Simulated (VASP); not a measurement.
Output of a VASP run:

File OSZICAR:
```
       N       E                     dE             d eps       ncg     rms          rms(c)
DAV:   1     0.698762857165E+03    0.69876E+03   -0.29542E+04  1652   0.306E+03
DAV:   2     0.640303725042E+02   -0.63473E+03   -0.61240E+03  1616   0.754E+02
DAV:   3    -0.372139675289E+02   -0.10124E+03   -0.99821E+02  1656   0.243E+02
DAV:   4    -0.423876390913E+02   -0.51737E+01   -0.51453E+01  1763   0.591E+01
DAV:   5    -0.425355688353E+02   -0.14793E+00   -0.14785E+00  1767   0.103E+01    0.175E+01
DAV:   6    -0.357796807584E+02    0.67559E+01   -0.24214E+01  2426   0.721E+01    0.671E+00
DAV:   7    -0.358974536320E+02   -0.11777E+00   -0.23415E+00  1663   0.960E+00    0.358E+00
DAV:   8    -0.358793289428E+02    0.18125E-01   -0.24032E-01  2083   0.729E+00    0.718E-01
DAV:   9    -0.358688263417E+02    0.10503E-01   -0.66141E-02  2364   0.473E+00    0.178E-01
DAV:  10    -0.358693937739E+02   -0.56743E-03   -0.54172E-03  1791   0.573E-01    0.102E-01
DAV:  11    -0.358694741356E+02   -0.80362E-04   -0.50618E-04  2045   0.199E-01    0.232E-02
DAV:  12    -0.358694746755E+02   -0.53988E-06   -0.34671E-05  2310   0.100E-01    0.599E-03
DAV:  13    -0.358694751448E+02   -0.46930E-06   -0.82682E-06  1997   0.574E-02
   1 F= -.18000840E+02 E0= -.18000840E+02  d E =-.180008E+02
```

OUTCAR:
```
------------------------ aborting loop because EDIFF is reached ----------------------------------------
  FORCE on cell =-STRESS in cart. coord.  units (eV):
  Direction    XX          YY          ZZ          XY          YZ          ZX
  --------------------------------------------------------------------------------------
  Total       17.8357111     17.8357111     17.8838318      0.0000000      0.0000000      0.0000000
  in kB      449.1708486    449.1708486    450.3827089      0.0000000      0.0000000      0.0000000
  external PRESSURE =      -0.4251980 kB  Pullay stress =     450.0000000 kB
  volume of cell :       63.62
      direct lattice vectors                 reciprocal lattice vectors
     4.501793484  0.000000000  0.000000000     0.222133690  0.000000000  0.000000000
     0.000000000  4.501793484  0.000000000     0.000000000  0.222133690  0.000000000
     0.000000000  0.000000000  3.139195138     0.000000000  0.000000000  0.318552991
 POSITION                                       TOTAL-FORCE (eV/Angst)
 -----------------------------------------------------------------------------------
      0.00000      0.00000      0.00000         0.000000      0.000000      0.000000
      2.25090      2.25090      1.56960         0.000000      0.000000      0.000000
      1.37468      1.37468      0.00000        -0.006469     -0.006469      0.000000
      3.62557      0.87622      1.56960        -0.006469      0.006469      0.000000
      0.87622      3.62557      1.56960         0.006469     -0.006469      0.000000
      3.12712      3.12712      0.00000         0.006469      0.006469      0.000000
 -----------------------------------------------------------------------------------
    total drift:                                0.000000     -0.000000     -0.000000
  FREE ENERGIE OF THE ION-ELECTRON SYSTEM (eV)
  ---------------------------------------------------
  free  energy   TOTEN  =       -35.8694751448 eV

  energy  without entropy=      -35.8694751448  energy(sigma->0) =      -35.86947514
  enthalpy is  TOTEN    =       -18.0008400142 eV   P V=       17.8686351306

 reached required accuracy - stopping structural energy minimisation
```
(Selected blocks of OUTCAR.)

### POSCAR
```
SnO2
1
    4.5017934838    -0.0000000000     0.0000000000
    0.0000000000     4.5017934838     0.0000000000
    0.0000000000     0.0000000000     3.1391951378
Sn O
2 4
Direct
  0.0000000000   0.0000000000   0.0000000000
  0.5000000000   0.5000000000   0.5000000000
  0.3053619124   0.3053619124   0.0000000000
  0.8053619124   0.1946380876   0.5000000000
  0.1946380876   0.8053619124   0.5000000000
  0.6946380876   0.6946380876   0.0000000000
```

Problem. Reconstruct the remaining input files.

Solution. Several could match; the one computed here: the input of the run itself, PBE GGA, plane waves, VASP's PBE PAW potentials (set 64).

KPOINTS:
```
Automatic mesh
0
Gamma
5 5 7
0 0 0
```

INCAR:
```
SYSTEM  =  SnO2
PREC  =  Accurate; ENCUT  =  620; LREAL  =  .False.
LASPH  =  .True.
EDIFF  =  1E-6; NELM  =  100; ALGO  =  Normal
LMAXMIX  =  4
ISMEAR  =  0; SIGMA  =  0.05
GGA  =  PE
IBRION  =  2; NSW  =  40; ISIF  =  3
EDIFFG  =  -0.02; PSTRESS  =  450
LWAVE  =  .False.; LCHARG  =  .False.
```

POTCAR, in this order: Sn_d O (PBE.64 set). Program: vasp_std.

The compound is SnO2 in the rutile structure. It was relaxed first under an external pressure of 45 GPa.
